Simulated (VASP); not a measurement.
Given:

```
S2Si
1.0
   -2.76858     2.86892     4.87907
    2.76858    -2.86892     4.87907
    2.76858     2.86892    -4.87907
Si S
2 4
Cartesian
  4.15287   0.00000   0.00000
  1.38429   0.00000   0.00000
  2.76858   1.70604   3.73715
  2.76858   1.16287  -1.14192
  0.00000   1.70604   6.02099
  0.00000   1.16287   1.14192
```

The numbers are results of PBEsol GGA, VASP's PBE PAW potentials (set 64) (plane waves; VASP), not measurements. Run with 400 eV cut-off, Gaussian smearing of 0.050 eV, potentials Si S.

Without a dispersion term in the relaxation, distances and binding between the weakly bound layers, chains or molecules are unreliable, and so is what depends on them.

**Question.** Give the energies of bands 6 to 19 at the high-symmetry points, in eV from the valence-band maximum.

**Answer.** 
| band | Γ | X | F0 | Λ0 | R | W | S | T |
|---|---|---|---|---|---|---|---|---|
| 6 | -5.92 | -5.46 | -5.43 | -5.77 | -6.17 | -6.15 | -6.11 | -5.58 |
| 7 | -4.80 | -4.41 | -4.67 | -4.38 | -4.58 | -4.63 | -4.50 | -4.72 |
| 8 | -3.90 | -3.55 | -3.71 | -4.37 | -4.58 | -4.63 | -4.50 | -3.89 |
| 9 | -3.74 | -3.46 | -3.54 | -4.13 | -3.54 | -3.56 | -3.63 | -3.53 |
| 10 | -2.82 | -2.34 | -2.51 | -2.78 | -3.54 | -3.56 | -3.63 | -2.96 |
| 11 | -2.79 | -2.24 | -2.47 | -2.06 | -2.02 | -1.89 | -2.02 | -2.39 |
| 12 | -1.89 | -2.19 | -2.28 | -1.95 | -2.02 | -1.89 | -2.02 | -2.09 |
| 13 | -1.59 | -1.99 | -1.87 | -1.58 | -0.91 | -0.86 | -1.19 | -1.84 |
| 14 | -0.86 | -1.90 | -1.77 | -0.96 | -0.91 | -0.86 | -1.19 | -1.36 |
| 15 | -0.77 | -1.44 | -1.01 | -0.95 | -0.67 | -0.81 | -0.70 | -1.04 |
| 16 | -0.43 | -0.18 | -0.03 | -0.73 | -0.67 | -0.81 | -0.70 | -0.03 |
| 17 | 3.56 | 2.87 | 3.41 | 2.87 | 3.31 | 3.39 | 3.38 | 3.93 |
| 18 | 3.89 | 3.94 | 3.99 | 3.65 | 3.31 | 3.39 | 3.38 | 4.57 |
| 19 | 4.02 | 4.19 | 4.78 | 4.31 | 4.64 | 4.50 | 4.92 | 4.77 |

The gap is indirect, 2.78 eV, from the valence maximum at Σ0-Γ at 0.14 to the conduction minimum at G0-X at 0.43.

The compound is SiS2 in the sg72 structure. It was relaxed first.
